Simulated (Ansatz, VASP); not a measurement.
**B12Ru in VASP and in Ansatz**

Contents of INCAR:

```
SYSTEM = B12Ru
PREC = Accurate
ENCUT = 520
EDIFF = 1E-6
ISMEAR = 0
SIGMA = 0.1
LREAL = .False.
LASPH = .True.
NELM = 100
ALGO = Normal
ISIF = 2
LWAVE = .False.
LCHARG = .False.
GGA = PE
NBANDS = 37
```

The input KPOINTS:

```
regular mesh
0
Gamma
  4 4 4
  0 0 0
```

File POSCAR:

```
B12Ru
1.0
    0.0000000000      3.6381908600      3.6381908600
    3.6381908600      0.0000000000      3.6381908600
    3.6381908600      3.6381908600      0.0000000000
B Ru
12 1
Direct
    0.5000000000      0.5000000000      0.8362920300
    0.1637079700      0.5000000000      0.8362920300
    0.5000000000      0.1637079700      0.8362920300
    0.1637079700      0.8362920300      0.5000000000
    0.5000000000      0.8362920300      0.5000000000
    0.5000000000      0.8362920300      0.1637079700
    0.8362920300      0.1637079700      0.5000000000
    0.8362920300      0.5000000000      0.1637079700
    0.8362920300      0.5000000000      0.5000000000
    0.5000000000      0.5000000000      0.1637079700
    0.5000000000      0.1637079700      0.5000000000
    0.1637079700      0.5000000000      0.5000000000
    0.0000000000      0.0000000000      0.0000000000
```

Input for Ansatz:

```yaml
crystal:
  lattice:
    - [0.0, 3.63819086, 3.63819086]
    - [3.63819086, 0.0, 3.63819086]
    - [3.63819086, 3.63819086, 0.0]
  atoms:
    - { symbol: B, position: [0.5, 0.5, 0.83629203] }
    - { symbol: B, position: [0.16370797, 0.5, 0.83629203] }
    - { symbol: B, position: [0.5, 0.16370797, 0.83629203] }
    - { symbol: B, position: [0.16370797, 0.83629203, 0.5] }
    - { symbol: B, position: [0.5, 0.83629203, 0.5] }
    - { symbol: B, position: [0.5, 0.83629203, 0.16370797] }
    - { symbol: B, position: [0.83629203, 0.16370797, 0.5] }
    - { symbol: B, position: [0.83629203, 0.5, 0.16370797] }
    - { symbol: B, position: [0.83629203, 0.5, 0.5] }
    - { symbol: B, position: [0.5, 0.5, 0.16370797] }
    - { symbol: B, position: [0.5, 0.16370797, 0.5] }
    - { symbol: B, position: [0.16370797, 0.5, 0.5] }
    - { symbol: Ru, position: [0.0, 0.0, 0.0] }
basis:
  ecutwfc: 420
kpoints:
  mp_grid: { grid: [4, 4, 4] }
hamiltonian:
  xc: pbe
scf:
  occupations: { method: gaussian, width: 0.1 }
  lower_state_search: "off"
output:
  forces: true
  stress: true
  eigenvalues: true
```

Change from the starting cell: species swapped into the YbB12 type (Fm-3m, No. 225).

Alike in both runs: task single point; functional PBE; k mesh 4 × 4 × 4; occupations gaussian, width 0.1 eV; no spin polarisation.

|  | VASP | Ansatz |
| --- | --- | --- |
| version | VASP 6.6.1 | Ansatz 0.2.0 |
| potentials or method | VASP PAW PBE potentials, release 64 (B, Ru_pv) | scalar-relativistic, plane waves, PAW |
| plane-wave cutoff (eV) | 520 | 420 |
| valence electrons in the cell | 50 | 52 |

```tsv
	VASP	Ansatz	Ansatz less VASP
gap on the k mesh at the Fermi level (eV)	none	none	-
pressure (GPa)	11.2	11.2	-0.03
rms of the force components (eV/Å)	0.721	0.717	-0.0047
```

Atom by atom the forces differ by 0.005 eV/Å (rms over components). A gap of «none» marks a metal or a gap that the smearing closes. The two sets of potentials don't hold the same shells in valence.

Caveats: the k mesh is coarse (spacing up to 0.37 Å⁻¹), so the values aren't converged; forces of over 1 eV/Å show positions far from the minimum, so gaps and moduli don't describe the material at rest.
